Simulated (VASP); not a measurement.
Given:

```
CELL_PARAMETERS angstrom
     12.93215     0.00000     0.00000
      0.00000    12.93215     0.00000
      0.00000     0.00000    12.25250
ATOMIC_POSITIONS crystal
  Pb 0.00000 0.00000 0.00000
  Pb 0.16667 0.16667 0.25000
  Pb 0.00000 0.00000 0.50000
  Pb 0.16667 0.16667 0.75000
  Pb 0.00000 0.33333 0.00000
  Pb 0.16667 0.50000 0.25000
  Pb 0.00000 0.33333 0.50000
  Pb 0.16667 0.50000 0.75000
  Pb 0.00000 0.66667 0.00000
  Pb 0.16667 0.83333 0.25000
  Pb 0.00000 0.66667 0.50000
  Pb 0.16667 0.83333 0.75000
  Pb 0.33333 0.00000 0.00000
  Pb 0.50000 0.16667 0.25000
  Pb 0.33333 0.00000 0.50000
  Pb 0.50000 0.16667 0.75000
  Pb 0.33333 0.33333 0.00000
  Pb 0.50000 0.50000 0.25000
  Pb 0.50000 0.50000 0.75000
  Pb 0.33333 0.66667 0.00000
  Pb 0.50000 0.83333 0.25000
  Pb 0.33333 0.66667 0.50000
  Pb 0.50000 0.83333 0.75000
  Pb 0.66667 0.00000 0.00000
  Pb 0.83333 0.16667 0.25000
  Pb 0.66667 0.00000 0.50000
  Pb 0.83333 0.16667 0.75000
  Pb 0.66667 0.33333 0.00000
  Pb 0.83333 0.50000 0.25000
  Pb 0.66667 0.33333 0.50000
  Pb 0.83333 0.50000 0.75000
  Pb 0.66667 0.66667 0.00000
  Pb 0.83333 0.83333 0.25000
  Pb 0.66667 0.66667 0.50000
  Pb 0.83333 0.83333 0.75000
  Se 0.16667 0.16667 0.00000
  Se 0.16890 0.16615 0.49799
  Se 0.16667 0.50000 0.00000
  Se 0.16519 0.50151 0.50369
  Se 0.16667 0.83333 0.00000
  Se 0.16667 0.83333 0.50000
  Se 0.50000 0.16667 0.00000
  Se 0.50235 0.16400 0.50303
  Se 0.50000 0.50000 0.00000
  Se 0.49840 0.49975 0.50287
  Se 0.50000 0.83333 0.00000
  Se 0.50000 0.83333 0.50000
  Se 0.83333 0.16667 0.00000
  Se 0.83333 0.16667 0.50000
  Se 0.83333 0.50000 0.00000
  Se 0.83333 0.50000 0.50000
  Se 0.83333 0.83333 0.00000
  Se 0.83333 0.83333 0.50000
  S  0.00000 0.00000 0.25000
  S  0.00000 0.00000 0.75000
  S  0.00000 0.33333 0.25000
  S  0.00000 0.33333 0.75000
  S  0.00000 0.66667 0.25000
  S  0.00000 0.66667 0.75000
  S  0.33333 0.00000 0.25000
  S  0.33333 0.00000 0.75000
  S  0.32958 0.33547 0.25132
  S  0.33098 0.33058 0.75190
  S  0.33333 0.66667 0.25000
  S  0.33333 0.66667 0.75000
  S  0.66667 0.00000 0.25000
  S  0.66667 0.00000 0.75000
  S  0.66667 0.33333 0.25000
  S  0.66667 0.33333 0.75000
  S  0.66667 0.66667 0.25000
  S  0.66667 0.66667 0.75000
```

These are PBE GGA, VASP's PBE PAW potentials (set 64) (plane waves; VASP) values and carry that method's errors. Settings: PREC = Normal, LREAL = Auto, ISYM = 0, EDIFF = 1E-5, 400 eV cut-off, 1×1×1 Γ-centred mesh, Gaussian smearing of 0.050 eV, potentials Pb Se S.

The supercell is sampled at Γ alone, which is coarse: total energies, pressure and levels can be off, energies of defects by several tenths of an eV.

Task: The ions are relaxed. Which structure does the run end with?

Result: 
```
CELL_PARAMETERS angstrom
     12.93215     0.00000     0.00000
      0.00000    12.93215     0.00000
      0.00000     0.00000    12.25250
ATOMIC_POSITIONS crystal
  Pb 0.99984 0.99988 0.00011
  Pb 0.17197 0.17206 0.25404
  Pb 0.00308 0.00281 0.49985
  Pb 0.17243 0.17240 0.74685
  Pb 0.00091 0.33317 0.99972
  Pb 0.17269 0.49419 0.25356
  Pb 0.00192 0.33267 0.49967
  Pb 0.17204 0.49477 0.74670
  Pb 0.99955 0.66709 0.99992
  Pb 0.16605 0.83393 0.25041
  Pb 0.00178 0.66458 0.49979
  Pb 0.16616 0.83374 0.74982
  Pb 0.33313 0.00105 0.99997
  Pb 0.49511 0.17189 0.25380
  Pb 0.33331 0.00136 0.49980
  Pb 0.49444 0.17231 0.74680
  Pb 0.33305 0.33336 0.00023
  Pb 0.49483 0.49483 0.25360
  Pb 0.49554 0.49542 0.74639
  Pb 0.33347 0.66553 0.99913
  Pb 0.50119 0.83301 0.25049
  Pb 0.33343 0.66489 0.49933
  Pb 0.50106 0.83276 0.74987
  Pb 0.66723 0.99965 0.00016
  Pb 0.83364 0.16603 0.25050
  Pb 0.66511 0.00152 0.49969
  Pb 0.83360 0.16604 0.74985
  Pb 0.66548 0.33354 0.99939
  Pb 0.83276 0.50106 0.25047
  Pb 0.66471 0.33329 0.49949
  Pb 0.83283 0.50095 0.74970
  Pb 0.66689 0.66683 0.99997
  Pb 0.83389 0.83314 0.25129
  Pb 0.66375 0.66342 0.49986
  Pb 0.83373 0.83407 0.74916
  Se 0.16416 0.16405 0.00026
  Se 0.16414 0.16354 0.49990
  Se 0.16389 0.50282 0.00113
  Se 0.16200 0.50462 0.50101
  Se 0.16723 0.83312 0.00014
  Se 0.16520 0.83261 0.50005
  Se 0.50283 0.16403 0.00056
  Se 0.50516 0.16127 0.50078
  Se 0.50231 0.50231 0.00090
  Se 0.50276 0.50272 0.50094
  Se 0.49964 0.83363 0.00028
  Se 0.50122 0.83389 0.50027
  Se 0.83316 0.16726 0.00025
  Se 0.83281 0.16521 0.50006
  Se 0.83381 0.49950 0.00015
  Se 0.83420 0.50072 0.50009
  Se 0.83329 0.83323 0.00001
  Se 0.83331 0.83302 0.49995
  S  0.00022 0.00044 0.25121
  S  0.99945 0.99956 0.74841
  S  0.00052 0.33361 0.25145
  S  0.00049 0.33353 0.74900
  S  0.99915 0.66698 0.25175
  S  0.00059 0.66567 0.74824
  S  0.33323 0.00093 0.25136
  S  0.33313 0.00071 0.74891
  S  0.33272 0.33389 0.24512
  S  0.33287 0.33302 0.75618
  S  0.33272 0.66564 0.25197
  S  0.33300 0.66578 0.74960
  S  0.66456 0.00171 0.25140
  S  0.66599 0.00039 0.74792
  S  0.66539 0.33309 0.25190
  S  0.66560 0.33314 0.74956
  S  0.66589 0.66611 0.25158
  S  0.66487 0.66510 0.74909
```

Task: How much energy does the relaxation gain?

Result: The energy (σ→0) changes by -3.9 meV/atom, in 13 ionic steps.

The cell is a supercell with a defect, built from a database entry that may be metastable or hypothetical: vac_Pb. The run is not spin-polarised, so no state with unpaired spins was tried.
